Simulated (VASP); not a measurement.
A convergence study with VASP on Eu (bcc): one setting is varied, all else stays as given below, so the limit is that of these other settings. Each run relaxes cell and ions; the cell shown is the tightest run's result. The basis is that of the starting cell, so low cut-offs carry a Pulay error.

```xyz
1
Lattice="-2.2278 2.2278 2.2278 2.2278 -2.2278 2.2278 2.2278 2.2278 -2.2278" Properties=species:S:1:pos:R:3 pbc="T T T"
Eu     2.2278     2.2278     2.2278
```

Level of theory: PBE GGA, VASP's PBE PAW potentials (set 64) (plane waves; VASP). The tightest run used: 700 eV cut-off, 10×10×10 Γ-centred mesh, first-order Methfessel-Paxton smearing of 0.10 eV, potentials Eu_2.

The 4f electrons are frozen in the core of the lanthanide potential, so 4f levels, which can set the real gap, and their magnetism are missing.

The reference is ENCUT = 700, which took about 3 core-minutes. The timings are rough (shared machines, no repeats); factors under 2 mean little.

Task: Of the settings ENCUT = 150; ENCUT = 200; ENCUT = 250; ENCUT = 300; ENCUT = 350; ENCUT = 400; ENCUT = 450; ENCUT = 500; ENCUT = 550; ENCUT = 600; ENCUT = 650; ENCUT = 700, which is the lowest that keeps the difference from the reference in relaxed volume (Å³/atom) within 0.1 from there on, and what does it cost?

Result: ENCUT = 200; its cost over the reference is about 1/6.
```
setting      difference in relaxed volume (Å³/atom)  cost over the reference
-----------  --------------------------------------  -----------------------
ENCUT = 150                                   0.550                about 1/7
ENCUT = 200                                   0.020                about 1/6
ENCUT = 250                                   0.049                about 1/6
ENCUT = 300                                   0.003                about 1/4
ENCUT = 350                                   0.013                about 1/4
ENCUT = 400                                   0.004                about 1/2
ENCUT = 450                                   0.000                about 1/2
ENCUT = 500                                   0.000     within a factor of 2
ENCUT = 550                                   0.001     within a factor of 2
ENCUT = 600                                   0.000     within a factor of 2
ENCUT = 650                                   0.000     within a factor of 2
ENCUT = 700                                   0.000                reference
```

Left out are rungs that failed or repeat a setting and relaxations that didn't move; long series are thinned to 24 rows.

The compound is Eu in the bcc structure.
